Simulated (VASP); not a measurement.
A run of VASP 6.6.1:

File POSCAR:

```
Zn2PCl
1.0
    1.9434571344      3.3661664992      0.0000007947
   -1.9434571344      3.3661664992      0.0000007947
   -1.9434571344      1.1220539997      6.3536932649
P Cl Zn
1 1 2
Direct
    0.5000000000      0.0000000000      0.5000000000
    0.0000000000      0.0000000000      0.0000000000
    0.2260449390      0.5479101221      0.6781348169
    0.7739550610      0.4520898779      0.3218651831
```

The input INCAR.step1:

```
SYSTEM = Zn2PCl
  ALGO = Normal
  EDIFF = 1E-4
  ENCUT = 520
  GGA = PE
  ISMEAR = -1
  LASPH = .TRUE.
  LCHARG = .FALSE.
  LREAL = .FALSE.
  LWAVE = .TRUE.
  NBANDS = 26
  NELM = 100
  PREC = Accurate
  SIGMA = 0.1
```

INCAR.step2

```
SYSTEM = Zn2PCl
  ALGO = Normal
  EDIFF = 1E-6
  ENCUT = 520
  ISIF = 2
  ISMEAR = -1
  ISTART = 1
  LASPH = .TRUE.
  LCHARG = .TRUE.
  LELF = .TRUE.
  LMIXTAU = .TRUE.
  LREAL = .FALSE.
  LVHAR = .TRUE.
  LWAVE = .FALSE.
  METAGGA = R2SCAN
  NBANDS = 26
  NELM = 100
  PREC = Accurate
  SIGMA = 0.1
```

KPOINTS

```
k-points
0
G
  7 7 7
  0 0 0
```

Potentials or basis: VASP PAW PBE potentials, release 64 (P, Cl, Zn).

Run with:

```bash
$ cat potpaw_PBE.64/P/POTCAR potpaw_PBE.64/Cl/POTCAR potpaw_PBE.64/Zn/POTCAR > POTCAR
$ cp INCAR.step1 INCAR
$ mpirun -np 1 vasp_std > vasp.out
$ cp INCAR.step2 INCAR
$ mpirun -np 1 vasp_std > vasp.out
```

Hardware: 1 thread of Intel(R) Xeon(R) Platinum 8488C (Sapphire Rapids), on a shared host.

How long does it take, and how much memory?

Run time: 3.7 min on 1 thread of Intel(R) Xeon(R) Platinum 8488C (Sapphire Rapids), on a shared host, peak memory 0.26 GiB. Counts: scf iterations 11, k points 44.
